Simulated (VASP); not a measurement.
# SnSe2: GW quasiparticle gap, part 3 of 5

How does the gap of SnSe2 change from the starting functional to GW? The cell is of the CdI2 type, one of the forms listed for this formula. The start is a cell from a database of measured crystal structures.

VASP 6.6.1, plane waves and PAW; the level of theory is named at each step.

So far, gap on the k-mesh (eV): step 4 (empty bands) 0.666.

## (5) G0W0, ENCUTGW 80, bands in the sums 128

This step: G0W0 on LDA; plane waves and PAW (Sn_d_GW, Se_GW) (VASP 6.6.1).

G0W0 keeps orbitals and screening fixed and shifts each of the lowest NBANDSGW levels once.

File INCAR:

```
SYSTEM = SnSe2
PREC = Accurate
ENCUT = 300
ISMEAR = 0
SIGMA = 0.01
LREAL = .FALSE.
GGA = CA
NBANDS = 128
ALGO = EVGW0
NELMGW = 1
ENCUTGW = 80
NOMEGA = 48
PRECFOCK = Fast
NBANDSGW = 24
LWAVE = .FALSE.
LCHARG = .FALSE.
```

File POSCAR:

```
SnSe2
1.0
    3.8110000000      0.0000000000      0.0000000000
   -1.9055000000      3.3004228138      0.0000000000
    0.0000000000      0.0000000000      6.1360000000
Sn Se
1 2
Direct
    0.0000000000      0.0000000000      0.0000000000
    0.6666666667      0.3333333333      0.7425351585
    0.3333333333      0.6666666667      0.2574648415
```

File KPOINTS:

```
Automatic mesh
0
Gamma
6 6 4
0 0 0
```

PAW data sets: Sn_d_GW and Se_GW (LDA family, release 64).

The run is started by

```
$ mpirun -np 4 vasp_std
```

What it wrote:

```text
[banner, memory and clock lines left out]
running    4 mpi-ranks, on    1 nodes
 distrk:  each k-point on    4 cores,    1 groups
 distr:  one band on    1 cores,    4 groups

 POSCAR found type information on POSCAR SnSe
 POSCAR found :  2 types and       3 ions
|                                                                             |
|           W    W    AA    RRRRR   N    N  II  N    N   GGGG   !!!           |
|           W    W   A  A   R    R  NN   N  II  NN   N  G    G  !!!           |
|           W    W  A    A  R    R  N N  N  II  N N  N  G       !!!           |
|           W WW W  AAAAAA  RRRRR   N  N N  II  N  N N  G  GGG   !            |
|           WW  WW  A    A  R   R   N   NN  II  N   NN  G    G                |
|           W    W  A    A  R    R  N    N  II  N    N   GGGG   !!!           |
|                                                                             |
|     The default for ENCUTGWSOFT is different in this version of VASP.       |
|     please manually set ENCUTGWSOFT =80 in the INCAR file.                  |
|                                                                             |

 LDA part: xc-table for (Slater(with rela. corr.)+CA(PZ))
 , standard interpolation
 found WAVECAR, reading the header
 POSCAR, INCAR and KPOINTS ok, starting setup
 FFT: planning ... GRIDC
 FFT: planning ... GRID_SOFT
 FFT: planning ... GRID
 reading WAVECAR
 the WAVECAR file was read successfully
 initial charge from wavefunction
 available memory per node:    181.18 GB, setting MAXMEM to    185528

 The Fermi energy was updated, please check that it is located mid-gap
 values below the HOMO (VB) or above the LUMO (CB) will cause erroneous energies
 E-fermi :   3.5857

 calculate exact exchange contribution
 the WAVEDER file was read successfully
|                                                                             |
|           W    W    AA    RRRRR   N    N  II  N    N   GGGG   !!!           |
|           W    W   A  A   R    R  NN   N  II  NN   N  G    G  !!!           |
|           W    W  A    A  R    R  N N  N  II  N N  N  G       !!!           |
|           W WW W  AAAAAA  RRRRR   N  N N  II  N  N N  G  GGG   !            |
|           WW  WW  A    A  R   R   N   NN  II  N   NN  G    G                |
|           W    W  A    A  R    R  N    N  II  N    N   GGGG   !!!           |
|                                                                             |
|     Automatic setting of frequency mesh for GW failed. Frequency mesh       |
|     properly not suitable for determining QP energies. Consider             |
|     increasing number of kpoints.                                           |
|                                                                             |

energies w=
    0.000    0.000    0.320    0.000    0.639    0.000    0.956    0.000
    1.268    0.000    1.576    0.000    1.879    0.000    2.176    0.000
    2.468    0.000    2.754    0.000    3.035    0.000    3.312    0.000
    3.584    0.000    3.854    0.000    4.121    0.000    4.387    0.000
    4.653    0.000    4.920    0.000    5.189    0.000    5.461    0.000
    5.738    0.000    6.022    0.000    6.314    0.000    6.616    0.000
    6.931    0.000    7.260    0.000    7.608    0.000    7.978    0.000
    8.374    0.000    8.801    0.000    9.266    0.000    9.775    0.000
   10.340    0.000   10.971    0.000   11.687    0.000   12.507    0.000
   13.460    0.000   14.585    0.000   15.935    0.000   17.593    0.000
   19.677    0.000   22.379    0.000   26.021    0.000   31.192    0.000
   39.090    0.000   52.603    0.000   80.881    0.000  176.487    0.000
 responsefunction array rank=     136
 LDA part: xc-table for (Slater(with rela. corr.)+CA(PZ))
 , standard interpolation

 min. memory requirement per mpi rank    297.8 MB, per node   1191.2 MB

 allocating  12 responsefunctions rank=   136
 shmem allocating  48 responsefunctions rank=   136
 response function shared by NCSHMEM nodes    1
 Doing           12  frequencies on each core in blocks of           48
NQ=   1    0.0000    0.0000    0.0000,
|.........|.........|.........|.........|.........|.........|.........|.........
 performed        578000 updates of chi_q(r,r)
 total number of BLAS operations         84.27 Gflops
NQ=   2    0.1667   -0.0000    0.0000,
|.........|.........|.........|.........|.........|.........|.........|.........
 performed       1708000 updates of chi_q(r,r)
 total number of BLAS operations        221.16 Gflops
NQ=   3    0.3333    0.0000    0.0000,
|.........|.........|.........|.........|.........|.........|.........|.........
 performed       2838000 updates of chi_q(r,r)
 total number of BLAS operations        371.72 Gflops
NQ=   4    0.5000    0.0000    0.0000,
|.........|.........|.........|.........|.........|.........|.........|.........
 performed       3643000 updates of chi_q(r,r)
 total number of BLAS operations        467.62 Gflops
NQ=   5    0.1667    0.1667    0.0000,
|.........|.........|.........|.........|.........|.........|.........|.........
 performed       4773000 updates of chi_q(r,r)
 total number of BLAS operations        613.55 Gflops
NQ=   6    0.3333    0.1667    0.0000,
|.........|.........|.........|.........|.........|.........|.........|.........
 performed       6088000 updates of chi_q(r,r)
 total number of BLAS operations        777.96 Gflops
NQ=   7    0.3333    0.3333    0.0000,
|.........|.........|.........|.........|.........|.........|.........|.........
 performed       6788000 updates of chi_q(r,r)
 total number of BLAS operations        871.27 Gflops
NQ=   8    0.0000    0.0000    0.2500,
|.........|.........|.........|.........|.........|.........|.........|.........
 performed       7488000 updates of chi_q(r,r)
 total number of BLAS operations        956.10 Gflops
NQ=   9    0.1667   -0.0000    0.2500,
|.........|.........|.........|.........|.........|.........|.........|.........
 performed       8618000 updates of chi_q(r,r)
 total number of BLAS operations       1092.99 Gflops
NQ=  10    0.0000    0.1667    0.2500,
|.........|.........|.........|.........|.........|.........|.........|.........
 performed       9736000 updates of chi_q(r,r)
 total number of BLAS operations       1228.38 Gflops
NQ=  11    0.3333    0.0000    0.2500,
|.........|.........|.........|.........|.........|.........|.........|.........
 performed      10866000 updates of chi_q(r,r)
 total number of BLAS operations       1369.75 Gflops
NQ=  12    0.0000    0.3333    0.2500,
|.........|.........|.........|.........|.........|.........|.........|.........
 performed      11984000 updates of chi_q(r,r)
 total number of BLAS operations       1509.59 Gflops
NQ=  13    0.5000    0.0000    0.2500,
|.........|.........|.........|.........|.........|.........|.........|.........
 performed      13114000 updates of chi_q(r,r)
 total number of BLAS operations       1657.83 Gflops
NQ=  14    0.1667    0.1667    0.2500,
|.........|.........|.........|.........|.........|.........|.........|.........
 performed      14429000 updates of chi_q(r,r)
 total number of BLAS operations       1827.55 Gflops
NQ=  15    0.3333    0.1667    0.2500,
|.........|.........|.........|.........|.........|.........|.........|.........
 performed      15744000 updates of chi_q(r,r)
 total number of BLAS operations       1994.60 Gflops
NQ=  16   -0.1667    0.5000    0.2500,
|.........|.........|.........|.........|.........|.........|.........|.........
 performed      17059000 updates of chi_q(r,r)
 total number of BLAS operations       2161.65 Gflops
NQ=  17    0.3333    0.3333    0.2500,
|.........|.........|.........|.........|.........|.........|.........|.........
 performed      17833000 updates of chi_q(r,r)
 total number of BLAS operations       2260.03 Gflops
NQ=  18    0.0000    0.0000    0.5000,
|.........|.........|.........|.........|.........|.........|.........|.........
 performed      18411000 updates of chi_q(r,r)
 total number of BLAS operations       2322.26 Gflops
NQ=  19    0.1667   -0.0000    0.5000,
|.........|.........|.........|.........|.........|.........|.........|.........
 performed      19541000 updates of chi_q(r,r)
 total number of BLAS operations       2456.92 Gflops
NQ=  20    0.3333    0.0000    0.5000,
|.........|.........|.........|.........|.........|.........|.........|.........
 performed      20671000 updates of chi_q(r,r)
 total number of BLAS operations       2596.04 Gflops
NQ=  21    0.5000    0.0000    0.5000,
|.........|.........|.........|.........|.........|.........|.........|.........
 performed      21476000 updates of chi_q(r,r)
 total number of BLAS operations       2695.11 Gflops
NQ=  22    0.1667    0.1667    0.5000,
|.........|.........|.........|.........|.........|.........|.........|.........
 performed      22606000 updates of chi_q(r,r)
 total number of BLAS operations       2834.23 Gflops
NQ=  23    0.3333    0.1667    0.5000,
|.........|.........|.........|.........|.........|.........|.........|.........
 performed      23921000 updates of chi_q(r,r)
 total number of BLAS operations       3001.28 Gflops
NQ=  24    0.3333    0.3333    0.5000,
|.........|.........|.........|.........|.........|.........|.........|.........
 performed      24621000 updates of chi_q(r,r)
 total number of BLAS operations       3074.15 Gflops
 resolving degeneracies of screened two electron integrals

 calculate QP shifts <psi_nk| G(iteration)W_0 |psi_nk>: iteration 1
 entering main loop
```

The job ended after 12 min (4 MPI ranks of AMD EPYC 7R43, shared host; peak memory 1.1 GiB).

Parts of OUTCAR (step 5):

```text
   k-points           NKPTS =     24   k-points in BZ     NKDIM =    144   number of bands    NBANDS=    128

   NELECT =      26.0000    total number of electrons

 E-fermi :   3.5857

 QP shifts <psi_nk| G(iteration)W_0 |psi_nk>: iteration 1
 for sc-GW calculations column KS-energies equals QP-energies in previous step
 and V_xc(KS)=  KS-energies - (<T + V_ion + V_H > + <T+V_H+V_ion>^1  + <V_x>^1)
 k-point   1 :       0.0000    0.0000    0.0000
  band No.  KS-energies  QP-energies   sigma(KS)   V_xc(KS)     V^pw_x(r,r')   Z            occupation Imag(sigma)
    ...
     10       2.7155       2.6521     -12.5249     -12.4380     -14.3501       0.7308       2.0000       0.1318
     11       2.9783       2.9381     -12.4649     -12.4094     -14.1986       0.7248       2.0000       0.1265
     12       2.9783       2.9381     -12.4649     -12.4094     -14.1986       0.7248       2.0000       0.1265
     13       3.2114       3.1683     -12.6107     -12.5517     -14.4163       0.7308       2.0000       0.1223
     14       4.1055       4.7506     -10.9243     -11.7621      -8.1868       0.7701       0.0000      -0.0350
     15       6.2235       6.7855      -9.7231     -10.4473      -5.9582       0.7760       0.0000      -0.0838
     16       7.8552       8.5216     -10.5342     -11.4097      -6.2888       0.7612       0.0000      -0.1500
     17       7.8552       8.5216     -10.5342     -11.4097      -6.2888       0.7612       0.0000      -0.1500
    ...

 k-point   2 :       0.1667   -0.0000    0.0000
  band No.  KS-energies  QP-energies   sigma(KS)   V_xc(KS)     V^pw_x(r,r')   Z            occupation Imag(sigma)
    ...
     10       1.7235       1.6509     -11.8900     -11.7899     -13.8735       0.7262       2.0000       0.1850
     11       1.8983       1.7996     -12.2034     -12.0669     -14.2658       0.7237       2.0000       0.1732
     12       3.2420       3.1848     -12.5454     -12.4670     -14.3178       0.7298       2.0000       0.1201
     13       3.2515       3.2201     -12.6114     -12.5682     -14.2733       0.7291       2.0000       0.1153
     14       5.4293       6.0698     -11.6300     -12.4869      -8.5811       0.7475       0.0000      -0.0725
     15       6.8570       7.4586      -9.8655     -10.6422      -5.9831       0.7746       0.0000      -0.0984
     16       7.9377       8.6053     -10.3782     -11.2549      -6.2997       0.7615       0.0000      -0.1409
     17       8.2554       8.9400     -10.6209     -11.5317      -6.2828       0.7516       0.0000      -0.1668
    ...

[... 7 parts as in an earlier step ...]

[... 8 further parts left out ...]
```

Numbers from this step:

```
quasiparticle gap on the mesh                 : 1.175 eV
smallest direct quasiparticle gap on the mesh : 1.582 eV
gap of the starting orbitals on the mesh      : 0.6662 eV
```

GW takes the gap from 0.666 to 1.175 eV. The mesh misses a band edge: at the starting level the path gave a gap 0.19 eV smaller. Spin-orbit coupling is left out. The value holds for 128 bands, ENCUTGW = 80 eV and this mesh, and isn't shown to be converged in them. VASP warns that the automatic setting of its frequency mesh failed and advises more k points, so the value is in doubt.

## (6) Empty bands

This step: LDA; plane waves and PAW (Sn_d_GW, Se_GW) (VASP 6.6.1).

The empty bands are made again, for the run that follows.

File INCAR:

```
SYSTEM = SnSe2
PREC = Accurate
ENCUT = 300
ISMEAR = 0
SIGMA = 0.01
LREAL = .FALSE.
GGA = CA
NBANDS = 232
ALGO = Exact
NELM = 1
LWAVE = .TRUE.
LCHARG = .FALSE.
LOPTICS = .TRUE.
NEDOS = 1000
CSHIFT = 0.1
```

POSCAR is that of step 5.

KPOINTS is that of step 5.

The run is started by

```
$ mpirun -np 4 vasp_std
```

What it wrote:

```text
[banner, memory and clock lines left out]
running    4 mpi-ranks, on    1 nodes
[...]
LDA part: xc-table for (Slater(with rela. corr.)+CA(PZ))
 , standard interpolation
 found WAVECAR, reading the header
  number of bands has changed, file:    19 present:   232
  trying to continue reading WAVECAR, but it might fail
 POSCAR, INCAR and KPOINTS ok, starting setup
[...]
reading WAVECAR
 random initialization beyond band           19
 the WAVECAR file was read successfully
 initial charge from wavefunction
 entering main loop
       N       E                     dE             d eps       ncg     rms          rms(c)
DIA:   1    -0.137567036057E+02   -0.13757E+02    0.00000E+00     0   0.000E+00
   1 F= -.13756704E+02 E0= -.13756704E+02  d E =-.226023E-64
 writing wavefunctions
 optical routines
 imaginary and real dielectric function
 recalculating local potential from charge density
 direction            1
 direction            2
 direction            3
```

Wall time 21 s (4 MPI ranks); peak memory 0.94 GiB; 81 s of CPU time.

From OUTCAR (step 6):

```text
  Total       -0.5930335     -0.5930335     -0.7376640     -0.0000000      0.0000000     -0.0000000
  in kB      -12.3110734    -12.3110734    -15.3135284     -0.0000000      0.0000000     -0.0000000
  external PRESSURE =     -13.3118917 kB  Pullay stress =       0.0000000 kB

 POSITION                                       TOTAL-FORCE (eV/Angst)
 -----------------------------------------------------------------------------------
      0.00000      0.00000      0.00000        -0.000000      0.000000     -0.000000
      1.90550      1.10014      4.55620         0.000000     -0.000000      0.018666
     -0.00000      2.20028      1.57980        -0.000000      0.000000     -0.018666
 -----------------------------------------------------------------------------------
    total drift:                                0.000000      0.000000      0.000000

  FREE ENERGIE OF THE ION-ELECTRON SYSTEM (eV)
  ---------------------------------------------------
  free  energy   TOTEN  =       -13.7567036057 eV

  energy  without entropy=      -13.7567036057  energy(sigma->0) =      -13.75670361

[... 1 part as in an earlier step ...]

[... 2 further parts left out ...]
[key lines of the parts left out:]
E-fermi :   3.3712
```

WAVECAR now holds 232 bands for 26 electrons.

## (7) G0W0, ENCUTGW 120, bands in the sums 232

This step: G0W0 on LDA; plane waves and PAW (Sn_d_GW, Se_GW) (VASP 6.6.1).

ENCUTGW rises to 120 eV and the bands with it, to about the number of plane waves under that cutoff.

File INCAR:

```
SYSTEM = SnSe2
PREC = Accurate
ENCUT = 300
ISMEAR = 0
SIGMA = 0.01
LREAL = .FALSE.
GGA = CA
NBANDS = 232
ALGO = EVGW0
NELMGW = 1
ENCUTGW = 120
NOMEGA = 48
PRECFOCK = Fast
NBANDSGW = 24
LWAVE = .FALSE.
LCHARG = .FALSE.
```

POSCAR is that of step 6.

KPOINTS is that of step 6.

The run is started by

```
$ mpirun -np 4 vasp_std
```

What it wrote:

```text
[banner, memory and clock lines left out]
running    4 mpi-ranks, on    1 nodes
[...]
|                                                                             |
|           W    W    AA    RRRRR   N    N  II  N    N   GGGG   !!!           |
|           W    W   A  A   R    R  NN   N  II  NN   N  G    G  !!!           |
|           W    W  A    A  R    R  N N  N  II  N N  N  G       !!!           |
|           W WW W  AAAAAA  RRRRR   N  N N  II  N  N N  G  GGG   !            |
|           WW  WW  A    A  R   R   N   NN  II  N   NN  G    G                |
|           W    W  A    A  R    R  N    N  II  N    N   GGGG   !!!           |
|                                                                             |
|     The default for ENCUTGWSOFT is different in this version of VASP.       |
|     please manually set ENCUTGWSOFT =120 in the INCAR file.                 |
|                                                                             |

 LDA part: xc-table for (Slater(with rela. corr.)+CA(PZ))
[...]
total number of BLAS operations      15487.00 Gflops
NQ=  20    0.3333    0.0000    0.5000,
|.........|.........|.........|.........|.........|.........|.........|.........
 performed      38272000 updates of chi_q(r,r)
 total number of BLAS operations      16340.76 Gflops
NQ=  21    0.5000    0.0000    0.5000,
|.........|.........|.........|.........|.........|.........|.........|.........
 performed      39771000 updates of chi_q(r,r)
 total number of BLAS operations      16964.25 Gflops
NQ=  22    0.1667    0.1667    0.5000,
|.........|.........|.........|.........|.........|.........|.........|.........
 performed      41860000 updates of chi_q(r,r)
 total number of BLAS operations      17863.95 Gflops
NQ=  23    0.3333    0.1667    0.5000,
|.........|.........|.........|.........|.........|.........|.........|.........
 performed      44283000 updates of chi_q(r,r)
 total number of BLAS operations      18871.82 Gflops
NQ=  24    0.3333    0.3333    0.5000,
|.........|.........|.........|.........|.........|.........|.........|.........
 performed      45592000 updates of chi_q(r,r)
 total number of BLAS operations      19416.58 Gflops
 resolving degeneracies of screened two electron integrals

 calculate QP shifts <psi_nk| G(iteration)W_0 |psi_nk>: iteration 1
 entering main loop
[key lines of the parts left out:]
E-fermi :   3.5857
```

Run time: 24 min. Hardware: 4 MPI ranks; peak memory 1.6 GiB; 1.6 h of CPU time.

Parts of OUTCAR (step 7):

```text
 QP shifts <psi_nk| G(iteration)W_0 |psi_nk>: iteration 1
 for sc-GW calculations column KS-energies equals QP-energies in previous step
 and V_xc(KS)=  KS-energies - (<T + V_ion + V_H > + <T+V_H+V_ion>^1  + <V_x>^1)
 k-point   1 :       0.0000    0.0000    0.0000
  band No.  KS-energies  QP-energies   sigma(KS)   V_xc(KS)     V^pw_x(r,r')   Z            occupation Imag(sigma)
    ...
     10       2.7155       2.4272     -12.8339     -12.4380     -14.3501       0.7283       2.0000       0.1473
     11       2.9783       2.7240     -12.7615     -12.4094     -14.1986       0.7220       2.0000       0.1395
     12       2.9783       2.7240     -12.7615     -12.4094     -14.1986       0.7220       2.0000       0.1395
     13       3.2114       2.9382     -12.9268     -12.5517     -14.4163       0.7282       2.0000       0.1381
     14       4.1055       4.5360     -11.2017     -11.7621      -8.1868       0.7682       0.0000      -0.0026
     15       6.2235       6.6274      -9.9260     -10.4473      -5.9582       0.7748       0.0000      -0.0593
     16       7.8552       8.3165     -10.8025     -11.4097      -6.2888       0.7598       0.0000      -0.1061
     17       7.8552       8.3165     -10.8025     -11.4097      -6.2888       0.7598       0.0000      -0.1061
    ...

[... 1 part as in an earlier step ...]

[... 2 further parts left out ...]
[key lines of the parts left out:]
E-fermi :   3.5857
```

The gap is now 1.195 eV, +19 meV against the GW run before. The mesh misses a band edge: at the starting level the path gave a gap 0.19 eV smaller. Spin-orbit coupling is left out. VASP warns that the automatic setting of its frequency mesh failed and advises more k points, so the value is in doubt.

(Part 3 of 5 ends here.)

[Lines on the potential files, build, host, timing and source positions are cut from VASP's logs without a mark.]

[Logs are printed without paths, hosts, clocks, repeated set-up lines and the standing remarks that a program may print on its own settings, such as how far it seeks lower states.]

[Hosts, paths, dates, database ids (printed as entryN), source tags and the programs' standing remarks are cut or masked in the printed files.]

[Pressures printed for these runs are not shown converged in the cutoff: they can be off by several GPa and have the wrong sign.]
